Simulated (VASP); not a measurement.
Input:

```
LaB6
1.0
    4.09957     0.00000     0.00000
    0.00000     4.09957     0.00000
    0.00000     0.00000     4.09957
La B
1 6
Direct
  0.00000   0.00000   0.00000
  0.80025   0.50000   0.50000
  0.50000   0.19975   0.50000
  0.50000   0.80025   0.50000
  0.19975   0.50000   0.50000
  0.50000   0.50000   0.80025
  0.50000   0.50000   0.19975
```

These are LDA (Ceperley-Alder, Perdew-Zunger), VASP's LDA PAW potentials (set 64) (plane waves; VASP) values and carry that method's errors. Settings: 520 eV cut-off, 8×8×8 Γ-centred mesh, tetrahedra with Blöchl corrections, potentials La B.

The cores are frozen, which limits the accuracy of field gradients.

Problem. Give the principal components of the electric field gradient (V/Å²) and the asymmetry η at each nucleus.

Solution. 
| atom | Vxx | Vyy | Vzz | η |
|---|---|---|---|---|
| La1 | 0.0 | 0.0 | 0.0 | - |
| B2 | 6.7 | 6.7 | -13.4 | 0.00 |
| B3 | 6.7 | 6.7 | -13.4 | 0.00 |
| B4 | 6.7 | 6.7 | -13.4 | 0.00 |
| B5 | 6.7 | 6.7 | -13.4 | 0.00 |
| B6 | 6.7 | 6.7 | -13.4 | 0.00 |
| B7 | 6.7 | 6.7 | -13.4 | 0.00 |

The compound is LaB6 in the cab6 structure. It was relaxed first.
